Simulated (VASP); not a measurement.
BaYb2N4: single point with PBE

BaYb2N4:

```
CELL_PARAMETERS angstrom
-2.89225 2.89225 3.13875
2.89225 -2.89225 3.13875
2.89225 2.89225 -3.13875
ATOMIC_POSITIONS crystal
Ba 0.00000 0.00000 0.00000
Yb 0.75000 0.25000 0.50000
Yb 0.25000 0.75000 0.50000
N 0.27807 0.27807 0.55614
N 0.27807 0.72193 0.00000
N 0.72193 0.72193 0.44386
N 0.72193 0.27807 0.00000
```

The cell was built by a generator and needn't be a form met in nature.

The cell isn't the ideal one: species swapped into the ErV2Ga4 type (I4/mmm, No. 139).

```yaml
Program: VASP 6.6.1
Task: single point
Functional: PBE
Potentials_or_basis: VASP PAW PBE potentials, release 64 (Ba_sv, Yb, N)
Cutoff: 520 eV
k_mesh: 4 × 4 × 4
Occupations: gaussian, width 0.1 eV
Spin: no spin polarisation
Dipole_correction: no
Further_INCAR_settings: ALGO = Normal; EDIFF = 1e-07; NBANDS = 48
```

```yaml
Pressure: 3.2 GPa
Largest_force: 0.526 eV/Å
Band_gap_on_the_k_mesh: none (metal or under the smearing width)
```

Forces in eV/Å, atoms in the order of the input:
```
Ba   0.000  0.000  0.000
Yb   0.000  0.000  0.000
Yb   0.000  0.000  0.000
N    0.372  0.372  0.000
N   -0.372  0.372  0.000
N   -0.372 -0.372  0.000
N    0.372 -0.372  0.000
```

Stress tensor (GPa, compression positive):
```
4.61 0.00 0.00
0.00 4.61 0.00
0.00 0.00 0.37
```

Levels at points of the mesh, in eV from the Fermi level:
| k point | band 35 | band 36 | band 37 | band 38 | band 39 | band 40 | band 41 | band 42 | band 43 | band 44 |
| --- | --- | --- | --- | --- | --- | --- | --- | --- | --- | --- |
| (0.00, 0.00, 0.00) | -0.38 | -0.11 | -0.11 | -0.02 | 0.73 | 1.09 | 1.15 | 1.15 | 1.66 | 3.03 |
| (0.50, 0.00, 0.00) | -0.41 | -0.40 | -0.40 | -0.35 | -0.23 | 0.14 | 0.24 | 2.06 | 2.94 | 4.88 |
| (0.50, 0.50, 0.00) | -0.39 | -0.22 | -0.22 | -0.17 | 0.09 | 0.29 | 0.86 | 1.28 | 2.61 | 3.61 |
| (0.50, 0.50, 0.50) | -0.42 | -0.42 | -0.41 | -0.41 | -0.38 | -0.30 | 1.03 | 1.03 | 4.09 | 4.18 |

It took 7.4 min on 1 thread of Intel(R) Xeon(R) Platinum 8488C (Sapphire Rapids), on a shared host, peak memory 0.3 GiB.

Caveat: the k mesh is coarse (spacing up to 0.38 Å⁻¹), so the values aren't converged; without U or exact exchange the open f shell lies at the Fermi level, which spoils levels, moments and volumes. The run has no spin-orbit coupling, so splittings on Ba, Yb are missing.
